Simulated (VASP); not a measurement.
VASP input:

File KPOINTS:
```
Automatic mesh
0
gamma
 2 5 5
0 0 0
```

**INCAR**
```
# general
SYSTEM  = SnSe
PREC    = Accurate
ENCUT   = 300
LREAL   = .FALSE.
LASPH   = .TRUE.

# electronic loop
EDIFF   = 1E-6
NELM    = 100
ALGO    = Normal
LMAXMIX = 4

# smearing
ISMEAR  = 0
SIGMA   = 0.05

# functional
GGA     = PE

# ions
ISIF    = 2

# output
LWAVE   = .FALSE.
LCHARG  = .FALSE.
```

File POSCAR:
```
SnSe
1
   11.6679590000     0.0000000000     0.0000000000
    0.0000000000     4.1274880000     0.0000000000
    0.0000000000     0.0000000000     4.7023200000
Sn Se
4 4
Direct
  0.6187900000   0.7500000000   0.3765500000
  0.3812100000   0.2500000000   0.6234500000
  0.8812100000   0.2500000000   0.8765500000
  0.1187900000   0.7500000000   0.1234500000
  0.1485500000   0.2500000000   0.5091800000
  0.8514500000   0.7500000000   0.4908200000
  0.3514500000   0.7500000000   0.0091800000
  0.6485500000   0.2500000000   0.9908200000
```

POTCAR, in this order: Sn_d Se (PBE.64 set). Program: vasp_std.

Problem. Write an equivalent input for Ansatz.

Solution. One equivalent input (not run):
Ansatz 0.2 input:
```yaml
crystal:
  lattice:
    - [11.6679590, 0.0000000, 0.0000000]
    - [0.0000000, 4.1274880, 0.0000000]
    - [0.0000000, 0.0000000, 4.7023200]
  atoms:
    - { symbol: Sn, position: [0.6187900, 0.7500000, 0.3765500] }
    - { symbol: Sn, position: [0.3812100, 0.2500000, 0.6234500] }
    - { symbol: Sn, position: [0.8812100, 0.2500000, 0.8765500] }
    - { symbol: Sn, position: [0.1187900, 0.7500000, 0.1234500] }
    - { symbol: Se, position: [0.1485500, 0.2500000, 0.5091800] }
    - { symbol: Se, position: [0.8514500, 0.7500000, 0.4908200] }
    - { symbol: Se, position: [0.3514500, 0.7500000, 0.0091800] }
    - { symbol: Se, position: [0.6485500, 0.2500000, 0.9908200] }
kpoints:
  mp_grid: { grid: [2, 5, 5] }
hamiltonian:
  xc: pbe
  pseudopotentials: { kind: paw }
scf:
  occupations: { method: gaussian, width: 0.05 }
  max_iter: 100
output: { forces: true, stress: true, eigenvalues: true }
```
Limits of the translation: each code has its own PAW files, so the cut-off isn't converted (ENCUT is set for VASP's; basis.ecutwfc is left out, and Ansatz then takes the one that its files recommend); Ansatz stops its SCF on the density residual and VASP on the energy change (EDIFF).

The structure comes from a computed database's SnSe entry; how it stands against other phases isn't given here. The cell was not relaxed at this level.
